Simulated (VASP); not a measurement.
These are PBEsol GGA, VASP's PBE PAW potentials (set 64) (plane waves; VASP) values and carry that method's errors.

Input for VASP

POSCAR:
```
TePb2S
7.1181460
  0.3063267595   0.1768578551   0.9999999870
 -0.3063267595   0.1768578551   0.9999999870
  0.0000000000  -0.3537157101   0.9999999870
Te Pb S
1 2 1
Direct
  0.5000000000   0.5000000000   0.5000000000
  0.7411865629   0.7411865629   0.7411865629
  0.2588134371   0.2588134371   0.2588134371
  0.0000000000   0.0000000000   0.0000000000
```

File KPOINTS:
```
k-points along high-symmetry lines
12
Line-mode
Reciprocal
  0.000000   0.000000   0.000000 ! GAMMA
  0.500000   0.500000   0.500000 ! T

  0.500000   0.500000   0.500000 ! T
  0.812517   0.187483   0.500000 ! H_2

  0.500000  -0.187483   0.187483 ! H_0
  0.500000   0.000000   0.000000 ! L

  0.500000   0.000000   0.000000 ! L
  0.000000   0.000000   0.000000 ! GAMMA

  0.000000   0.000000   0.000000 ! GAMMA
  0.343742  -0.343742   0.000000 ! S_0

  0.656258   0.000000   0.343742 ! S_2
  0.500000   0.000000   0.500000 ! F

  0.500000   0.000000   0.500000 ! F
  0.000000   0.000000   0.000000 ! GAMMA
```

**INCAR**
```
SYSTEM = TePb2S
PREC = Accurate
ENCUT = 400
EDIFF = 1E-7
NELM = 100
ALGO = Normal
LREAL = .FALSE.
LASPH = .TRUE.
ISMEAR = 0
SIGMA = 0.05
GGA = PS
LMAXMIX = 4
LWAVE = .FALSE.
LCHARG = .FALSE.
LORBIT = 11
ICHARG = 11
```

POTCAR, in this order: Te Pb_d S (PBE.64 set). Program: vasp_std. Read from the step before: CHGCAR.

Output of the run:

**OSZICAR**
```
       N       E                     dE             d eps       ncg     rms          rms(c)
DAV:   1     0.356698460683E+03    0.35670E+03   -0.16340E+04  4032   0.143E+03
DAV:   2     0.207918394936E+02   -0.33591E+03   -0.33222E+03  4256   0.399E+02
DAV:   3    -0.140861509265E+02   -0.34878E+02   -0.33615E+02  5216   0.142E+02
DAV:   4    -0.153957683355E+02   -0.13096E+01   -0.13078E+01  4704   0.328E+01
DAV:   5    -0.154516866943E+02   -0.55918E-01   -0.55907E-01  5680   0.591E+00
DAV:   6    -0.154531127138E+02   -0.14260E-02   -0.14260E-02  5408   0.988E-01
DAV:   7    -0.154531305115E+02   -0.17798E-04   -0.17798E-04  5720   0.101E-01
DAV:   8    -0.154531308413E+02   -0.32973E-06   -0.32973E-06  5608   0.142E-02
DAV:   9    -0.154531308481E+02   -0.67935E-08   -0.63579E-08  4032   0.182E-03
   1 F= -.15453131E+02 E0= -.15453131E+02  d E =-.191601E-09
```

File OUTCAR:
```
 val. band max:        5.7919961887   @ k =   0.0000   0.0000   0.0000

 cond. band min:       6.1934284074   @ k =   0.5000   0.0000   0.5000



 k-point     1 :       0.0000    0.0000    0.0000
  band No.  band energies     occupation
      1     -10.9409      2.00000
      2     -10.9409      2.00000
      3     -10.9219      2.00000
      4     -10.9219      2.00000
      5     -10.9162      2.00000
      6     -10.9137      2.00000
      7     -10.9115      2.00000
      8     -10.9115      2.00000
      9     -10.8779      2.00000
     10     -10.8779      2.00000
     11      -7.3483      2.00000
     12      -5.5083      2.00000
     13      -2.9712      2.00000
     14      -0.1006      2.00000
     15       3.5797      2.00000
     16       3.5797      2.00000
     17       4.0147      2.00000
     18       4.9941      2.00000
     19       4.9941      2.00000
     20       5.7920      2.00000
     21       6.3273      0.00000
     22       7.2799      0.00000
     23       7.2799      0.00000
     24      10.4101      0.00000

 k-point     2 :       0.0455    0.0455    0.0455
  band No.  band energies     occupation
      1     -10.9408      2.00000
      2     -10.9408      2.00000
      3     -10.9218      2.00000
      4     -10.9218      2.00000
      5     -10.9164      2.00000
      6     -10.9135      2.00000
      7     -10.9116      2.00000
      8     -10.9116      2.00000
      9     -10.8780      2.00000
     10     -10.8780      2.00000
     11      -7.3455      2.00000
     12      -5.5191      2.00000
     13      -2.9533      2.00000
     14      -0.1146      2.00000
     15       3.5798      2.00000
     16       3.5798      2.00000
     17       4.0232      2.00000
     18       4.9911      2.00000
     19       4.9911      2.00000
     20       5.7602      2.00000
     21       6.3664      0.00000
     22       7.2924      0.00000
     23       7.2924      0.00000
     24      10.3987      0.00000

...
```

The density is held fixed in this step, so its total energy and stress have no physical meaning. Unless said otherwise, spin-orbit coupling is left out, though it shifts the bands of the heavy elements here.

The structure comes from a computed database's TePb2S entry (R-3m); how it stands against other phases isn't given here. It was relaxed first, which changed the volume by -6 %.
